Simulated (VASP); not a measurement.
# SnTeS in VASP: density of states with PBE

Aim: the density of states of SnTeS with PBE.

Program: VASP 6.6.1. These are calculated values, not measurements. Logs are shortened: lines on timing, memory, paths and dates and some standing lists are left out, and cuts for length are marked.

### 1 Starting point

The cell holds a sheet with vacuum, 3 atoms: a = 3.896 Å, b = 3.896 Å, c = 30.348 Å, α = 90.00°, β = 90.00°, γ = 120.00°.

The cell was built by a generator and needn't be a form met in nature.

### 2 Density of states, PBE

Contents of POSCAR:

```
SnTeS
1.0
    3.8959568825     -0.0000000033      0.0000000000
   -1.9479784384      3.3739976340      0.0000000000
    0.0000000000      0.0000000000     30.3476346400
Sn Te S
1 1 1
Direct
    0.0000000000      0.0000000000      0.2892114113
    0.3333333333      0.6666666667      0.3515732443
    0.6666666667      0.3333333333      0.2423813743
```

Contents of INCAR.step1:

```
SYSTEM = SnTeS
  PREC = Accurate
  ENCUT = 520
  EDIFF = 1E-6
  ISMEAR = 0
  SIGMA = 0.1
  LREAL = .False.
  LASPH = .True.
  NELM = 100
  ALGO = Fast
  ISIF = 2
  LWAVE = .False.
  LCHARG = .True.
  LDIPOL = .True.
  IDIPOL = 3
  DIPOL = 0.5 0.5 0.294
  GGA = PE
  NBANDS = 20
```

Contents of KPOINTS.step1:

```
Automatic mesh
0
Gamma
  12 12 1
  0 0 0
```

Contents of INCAR.step2:

```
SYSTEM = SnTeS
  PREC = Accurate
  ENCUT = 520
  EDIFF = 1E-6
  ISMEAR = -5
  SIGMA = 0.1
  LREAL = .False.
  LASPH = .True.
  NELM = 100
  ALGO = Fast
  ISIF = 2
  LWAVE = .False.
  LCHARG = .False.
  LDIPOL = .True.
  IDIPOL = 3
  DIPOL = 0.5 0.5 0.294
  GGA = PE
  LORBIT = 11
  NBANDS = 20
  NEDOS = 1001
  ICHARG = 11
```

Contents of KPOINTS.step2:

```
Automatic mesh
0
Gamma
  18 18 1
  0 0 0
```

Potentials or basis: VASP PAW PBE potentials, release 64 (Sn_d, Te, S).

Launch:

```console
$ cat potpaw_PBE.64/Sn_d/POTCAR potpaw_PBE.64/Te/POTCAR potpaw_PBE.64/S/POTCAR > POTCAR
$ cp INCAR.step1 INCAR
$ cp KPOINTS.step1 KPOINTS
$ mpirun -np 1 vasp_std > vasp.out
$ cp INCAR.step2 INCAR
$ cp KPOINTS.step2 KPOINTS
$ mpirun -np 1 vasp_std > vasp.out
```

OUTCAR:

```text
SYSTEM = SnTeS
   PREC = Accurate
   ENCUT = 520
   EDIFF = 1E-6
   ISMEAR = -5
   LREAL = .False.
   LASPH = .True.
   NELM = 100
   ISIF = 2
   GGA = PE
   LORBIT = 11
   ICHARG = 11

 ion  position               nearest neighbor table
   1  0.000  0.000  0.289-   3 2.66   3 2.66   3 2.66   2 2.94   2 2.94   2 2.94
   2  0.333  0.667  0.352-   1 2.94   1 2.94   1 2.94
   3  0.667  0.333  0.242-   1 2.66   1 2.66   1 2.66

  LATTYP: Found a hexagonal cell.
 ALAT       =     3.8959568825
 C/A-ratio  =     7.7895201501

  Lattice vectors:

 A1 = (   3.8959568825,  -0.0000000033,   0.0000000000)
 A2 = (  -1.9479784384,   3.3739976340,   0.0000000000)
 A3 = (   0.0000000000,   0.0000000000,  30.3476346400)

Analysis of symmetry for initial positions (statically):
=====================================================================
 Subroutine PRICEL returns:
 Original cell was already a primitive cell.

 Routine SETGRP: Setting up the symmetry group for a
 hexagonal supercell.

 Subroutine GETGRP returns: Found  6 space group operations
 (whereof  6 operations were pure point group operations)
 out of a pool of 24 trial point group operations.

The static configuration has the point symmetry C_3v.

Analysis of symmetry for dynamics (positions and initial velocities):
=====================================================================
 Subroutine PRICEL returns:
 Original cell was already a primitive cell.

 Routine SETGRP: Setting up the symmetry group for a
 hexagonal supercell.

 Subroutine GETGRP returns: Found  6 space group operations
 (whereof  6 operations were pure point group operations)
 out of a pool of 24 trial point group operations.

The dynamic configuration has the point symmetry C_3v.

 Subroutine INISYM returns: Found  6 space group operations
 (whereof  6 operations are pure point group operations),
 and found     1 'primitive' translations

----------------------------------------------------------------------------------------

                                     Primitive cell

  volume of cell :     398.9181

  direct lattice vectors                    reciprocal lattice vectors
     3.895956883 -0.000000003  0.000000000     0.256676352  0.148192161  0.000000000
    -1.947978438  3.373997634  0.000000000     0.000000000  0.296384322  0.000000000
     0.000000000  0.000000000 30.347634640     0.000000000  0.000000000  0.032951497

  length of vectors
     3.895956883  3.895956883 30.347634640     0.296384322  0.296384322  0.032951497

  position of ions in fractional coordinates (direct lattice)
     0.000000000  0.000000000  0.289211411
     0.333333333  0.666666667  0.351573244
     0.666666667  0.333333333  0.242381374

  ion indices of the primitive-cell ions
   primitive index   ion index
                 1           1
                 2           2
                 3           3

----------------------------------------------------------------------------------------

 KPOINTS: Automatic mesh

Automatic generation of k-mesh.
 Grid dimensions read from file:
 generate k-points for:   18   18    1

 Generating k-lattice:

  Cartesian coordinates                     Fractional coordinates (reciprocal lattice)
     0.014259797  0.008232898  0.000000000     0.055555556  0.000000000  0.000000000
     0.000000000  0.016465796  0.000000000     0.000000000  0.055555556  0.000000000
     0.000000000  0.000000000  0.032951497     0.000000000  0.000000000  1.000000000

  Length of vectors
     0.016465796  0.016465796  0.032951497

  Shift w.r.t. Gamma in fractional coordinates (k-lattice)
     0.000000000  0.000000000  0.000000000

 TETIRR: Found    169 inequivalent tetrahedra from     1944

 Subroutine IBZKPT returns following result:
 ===========================================

 Found     37 irreducible k-points:

 Following reciprocal coordinates:
            Coordinates               Weight
  0.000000  0.000000  0.000000      1.000000
  0.055556  0.000000  0.000000      6.000000
  0.111111  0.000000  0.000000      6.000000
  0.166667  0.000000  0.000000      6.000000
  0.222222 -0.000000  0.000000      6.000000
  0.277778  0.000000  0.000000      6.000000
[... 16 lines left out ...]
  0.333333  0.111111  0.000000     12.000000
  0.388889  0.111111  0.000000     12.000000
 [... further k-points ...]
   k-points           NKPTS =     37   k-points in BZ     NKDIM =     37   number of bands    NBANDS=     20
   number of dos      NEDOS =   1001   number of ions     NIONS =      3
   total plane-waves  NPLWV = 216000
   dimension x,y,z NGX =    30 NGY =   30 NGZ =  240
   dimension x,y,z NGXF=    60 NGYF=   60 NGZF=  480
   ions per type =               1   1   1
   NGX,Y,Z   is equivalent  to a cutoff of  12.80, 12.80, 13.15 a.u.
   NGXF,Y,Z  is equivalent  to a cutoff of  25.60, 25.60, 26.29 a.u.
 SYSTEM =  SnTeS
   PREC   = accura    normal or accurate (medium, high low for compatibility)
   ISTART =      0    job   : 0-new  1-cont  2-samecut
   ICHARG =     11    charge: 1-file 2-atom 10-const
   ISPIN  =      1    spin polarized calculation?
   LNONCOLLINEAR =      F non collinear calculations
   LSORBIT =      F    spin-orbit coupling
   LASPH  =      T    aspherical Exc in radial PAW
   ENCUT  =  520.0 eV  38.22 Ry    6.18 a.u.   7.24  7.24 56.43*2*pi/ulx,y,z
   NELM   =    100;   NELMIN=  2; NELMDL=  0     # of ELM steps
   EDIFF  = 0.1E-05   stopping-criterion for ELM
   LREAL  =      F    real-space projection
   EDIFFG = 0.1E-04   stopping-criterion for IOM
   NSW    =      0    number of steps for IOM
   IBRION =     -1    ionic relax: 0-MD 1-quasi-New 2-CG
   NFREE  =      0    steps in history (QN), initial steepest desc. (CG)
   ISIF   =      2    stress and relaxation
   ISYM   =      2    0-nonsym 1-usesym 2-fastsym
   POTIM  = 0.5000    time-step for ionic-motion
   TEBEG  =    0.0;   TEEND  =   0.0 temperature during run
   PSTRESS=    0.0 pullay stress
   NELECT =      26.0000    total number of electrons
   NUPDOWN=      -1.0000    fix difference up-down
   EMIN   =  10.00;   EMAX   =-10.00  energy-range for DOS
   EFERMI =   0.00;   METHOD = LEGACY
   ISMEAR =    -5;   SIGMA  =   0.10  broadening in eV -4-tet -1-fermi 0-gaus
   EFERMI_NEDOS =   21; number of points for ismear=-14 and -15
   IALGO  =     68    algorithm
   IMIX   =      4    mixing-type and parameters
     AMIX     =   0.40;   BMIX     =  1.00
     AMIX_MAG =   1.60;   BMIX_MAG =  1.00
  volume/ion in A,a.u.               =     132.97       897.34
  Fermi-wavevector in a.u.,A,eV,Ry     =   0.658827  1.245002  5.905649  0.434053
  Thomas-Fermi vector in A             =   1.730771
   LORBIT       =     11    0 simple, 1 ext, 2 COOP (PROOUT), +10 PAW based schemes
   GGA     = PE    functional components
   LHFCALC =     F    Hartree Fock is set to
   AEXX    =    0.0000 exact exchange contribution
   IVDW    =     0    specifies the selected vdW correction
   LEPSILON=     F    determine dielectric tensor
   LRPA    =     F    only Hartree local field effects (RPA)
 non-spin polarized calculation
 RMM-DIIS sequential band-by-band and
 Fermi weights with tetrahedron method with Bloechl corrections
  energy-cutoff  :      520.00
  volume of cell :      398.92
 maximum number of plane-waves:     10799
 NGX is ok and might be reduce to    30

 number of electron      26.0000005 magnetization

 dipolmoment           0.000000      0.000000     -0.049230 electrons x Angstroem

 Free energy of the ion-electron system (eV)
  ---------------------------------------------------
  ext. energy  EPLUGINS =         0.00000000
  ---------------------------------------------------
  free energy    TOTEN  =       -11.53077879 eV

  energy without entropy =      -11.53077879  energy(sigma->0) =      -11.53077879

 E-fermi :  -2.9312     XC(G=0):  -2.3289

 val. band max:       -2.9876524299   @ k =   0.4444   0.0556   0.0000
 cond. band min:      -2.9219881986   @ k =   0.3889   0.0000   0.0000
 fundamental gap:      0.0656642314
 Fermi energy:        -2.9312056873

 k-point     1 :       0.0000    0.0000    0.0000
  band No.  band energies     occupation
      1     -24.7513      2.00000
      2     -24.7513      2.00000
      3     -24.7196      2.00000
      4     -24.7099      2.00000
      5     -24.7099      2.00000
      6     -16.5391      2.00000
[... 12 lines left out ...]
     19       2.1546      0.00000
     20       2.2138      0.00000

 k-point     2 :       0.0556    0.0000    0.0000
  band No.  band energies     occupation
      1     -24.7522      2.00000
      2     -24.7504      2.00000
      3     -24.7189      2.00000
      4     -24.7104      2.00000
      5     -24.7097      2.00000
      6     -16.5122      2.00000
[... 12 lines left out ...]
     19       2.1976      0.00000
     20       2.2638      0.00000

 k-point     3 :       0.1111    0.0000    0.0000
  band No.  band energies     occupation
      1     -24.7550      2.00000
      2     -24.7480      2.00000
      3     -24.7170      2.00000
      4     -24.7117      2.00000
      5     -24.7092      2.00000
      6     -16.4329      2.00000
[... 12 lines left out ...]
     19       2.3085      0.00000
     20       2.4157      0.00000

 k-point     4 :       0.1667    0.0000    0.0000
  band No.  band energies     occupation
      1     -24.7595      2.00000
      2     -24.7445      2.00000
      3     -24.7161      2.00000
      4     -24.7115      2.00000
      5     -24.7081      2.00000
      6     -16.3050      2.00000
[... 429 lines left out ...]
 k-point    23 :       0.3333    0.1111    0.0000
  band No.  band energies     occupation
      1     -24.7797      2.00000
      2     -24.7387      2.00000
      3     -24.7228      2.00000
      4     -24.7001      2.00000
      5     -24.6924      2.00000
      6     -15.4950      2.00000
[... 12 lines left out ...]
     19       3.5407      0.00000
     20       4.1279      0.00000

 k-point    24 :       0.3889    0.1111    0.0000
  band No.  band energies     occupation
      1     -24.7825      2.00000
      2     -24.7385      2.00000
      3     -24.7239      2.00000
      4     -24.6964      2.00000
      5     -24.6917      2.00000
      6     -15.3661      2.00000
[... 12 lines left out ...]
     19       4.0156      0.00000
     20       4.6214      0.00000

 [... further k-points ...]

------------------------ aborting loop because EDIFF is reached ----------------------------------------

 vacuum level on the upper side and lower side of the slab       (xc-potential included)        -0.339         0.327

  FORCE on cell =-STRESS in cart. coord.  units (eV):
  Direction    XX          YY          ZZ          XY          YZ          ZX
  --------------------------------------------------------------------------------------
  -------------------------------------------------------------------------------------
  Total       -0.0380623     -0.0380623     -0.0627305      0.0000000      0.0000000     -0.0000000
  in kB       -0.1528697     -0.1528697     -0.2519450      0.0000000      0.0000000     -0.0000000
  external PRESSURE =      -0.1858948 kB  Pullay stress =       0.0000000 kB

 VOLUME and BASIS-vectors are now :
 -----------------------------------------------------------------------------
  energy-cutoff  :      520.00
  volume of cell :      398.92
      direct lattice vectors                 reciprocal lattice vectors
     3.895956883 -0.000000003  0.000000000     0.256676352  0.148192161  0.000000000
    -1.947978438  3.373997634  0.000000000     0.000000000  0.296384322  0.000000000
     0.000000000  0.000000000 30.347634640     0.000000000  0.000000000  0.032951497

 POSITION                                       TOTAL-FORCE (eV/Angst)
 -----------------------------------------------------------------------------------
      0.00000      0.00000      8.77688        -0.000000      0.000000      0.005384
      0.00000      2.24933     10.66942        -0.000000      0.000000     -0.002998
      1.94798      1.12467      7.35570         0.000000     -0.000000     -0.002386
 -----------------------------------------------------------------------------------
    total drift:                               -0.000079      0.000046      0.002024

  FREE ENERGIE OF THE ION-ELECTRON SYSTEM (eV)
  ---------------------------------------------------
  free  energy   TOTEN  =       -11.5307787894 eV

  energy  without entropy=      -11.5307787894  energy(sigma->0) =      -11.53077879

 vacuum level on the upper side and lower side of the slab         1.936         2.614

 total charge

# of ion       s       p       d       tot
------------------------------------------
    1        1.098   0.953  10.073  12.123
    2        1.400   1.948   0.027   3.376
    3        1.365   2.289   0.000   3.654
--------------------------------------------------
tot          3.863   5.191  10.100  19.154
```

Wall time 19 min (1 thread of Intel Xeon Platinum 8375C at 2.90GHz (Ice Lake), shared host); peak memory 0.67 GiB.

Results:

* Valence electrons inside the program's atomic spheres: Sn 12.12; Te 3.38; S 3.65

States per cell in windows of 0.5 eV (zero at the Fermi level; states under -8 eV left out):
```csv
from (eV),total,S3_p,Te2_p,Sn1_p,Sn1_s,Sn1_d,Te2_s
-8.0,0.39,0.03,0.01,0.00,0.19,0.00,0.01
-7.5,0.69,0.05,0.02,0.00,0.31,0.00,0.04
-7.0,0.43,0.03,0.01,0.00,0.18,0.00,0.04
-6.5,0.67,0.04,0.04,0.00,0.23,0.00,0.07
-6.0,0.00,0.00,0.00,0.00,0.00,0.00,0.00
-5.5,0.00,0.00,0.00,0.00,0.00,0.00,0.00
-5.0,0.63,0.10,0.08,0.10,0.00,0.00,0.01
-4.5,0.83,0.15,0.09,0.12,0.00,0.01,0.01
-4.0,0.94,0.21,0.09,0.14,0.00,0.01,0.01
-3.5,1.22,0.31,0.12,0.17,0.00,0.01,0.01
-3.0,1.34,0.37,0.14,0.16,0.00,0.01,0.01
-2.5,0.64,0.21,0.06,0.06,0.00,0.01,0.00
-2.0,1.87,0.42,0.42,0.05,0.01,0.04,0.01
-1.5,1.58,0.29,0.46,0.02,0.01,0.04,0.01
-1.0,0.77,0.09,0.28,0.02,0.01,0.02,0.00
-0.5,0.53,0.04,0.19,0.02,0.03,0.01,0.00
0.0,0.55,0.07,0.13,0.02,0.09,0.01,0.00
0.5,1.04,0.19,0.18,0.02,0.22,0.01,0.00
1.0,0.45,0.09,0.07,0.01,0.10,0.00,0.00
1.5,0.00,0.00,0.00,0.00,0.00,0.00,0.00
2.0,0.00,0.00,0.00,0.00,0.00,0.00,0.00
2.5,0.01,0.00,0.00,0.00,0.00,0.00,0.00
3.0,0.97,0.04,0.07,0.24,0.01,0.00,0.03
3.5,1.50,0.11,0.08,0.40,0.01,0.01,0.03
4.0,1.95,0.15,0.14,0.47,0.01,0.01,0.03
4.5,2.14,0.16,0.15,0.49,0.01,0.03,0.02
5.0,1.25,0.02,0.04,0.05,0.00,0.04,0.00
5.5,1.13,0.02,0.03,0.04,0.00,0.03,0.00
6.0,0.88,0.01,0.03,0.02,0.00,0.02,0.00
6.5,0.89,0.01,0.02,0.02,0.00,0.02,0.00
7.0,0.94,0.03,0.02,0.02,0.00,0.02,0.00
7.5,0.48,0.02,0.02,0.01,0.00,0.01,0.00
```

Caveat: tetrahedron occupations give inexact forces and stress in metals. Spin-orbit coupling is left out, which matters for the levels of Te.
